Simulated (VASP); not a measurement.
Consider the following.

```xyz
2
Lattice="0.0000 2.1856 2.1856 2.1856 0.0000 2.1856 2.1856 2.1856 0.0000" Properties=species:S:1:pos:R:3 pbc="T T T"
W      0.0000     0.0000     0.0000
C      2.1856     2.1856     2.1856
```

Computed with r2SCAN meta-GGA, VASP's PBE PAW potentials (set 64) (plane waves; VASP). Run with 520 eV cut-off, 16×16×16 Γ-centred mesh, tetrahedra with Blöchl corrections, potentials W_sv C.

Give the energies of bands 6 to 12 at the high-symmetry points, in eV from the Fermi level.

```tsv
band	Γ	X	U	L	W
6	-2.87	-5.96	-7.31	-10.28	-6.70
7	-2.87	-5.93	-6.25	-7.00	-6.37
8	-2.87	-2.72	-5.20	-7.00	-6.37
9	-1.17	-2.72	-1.74	1.12	0.53
10	-1.17	0.88	1.52	1.12	0.53
11	-1.17	2.39	2.67	2.54	2.40
12	-1.02	2.39	5.08	5.38	3.72
```

It has no gap at this level: it comes out as a metal or semimetal.

The structure was generated: WC was put into the rock salt type (Fm-3m), which need not be its known phase. It was relaxed first, which changed the volume by -39 %. VASP warned that the highest band is occupied, so more bands are needed.
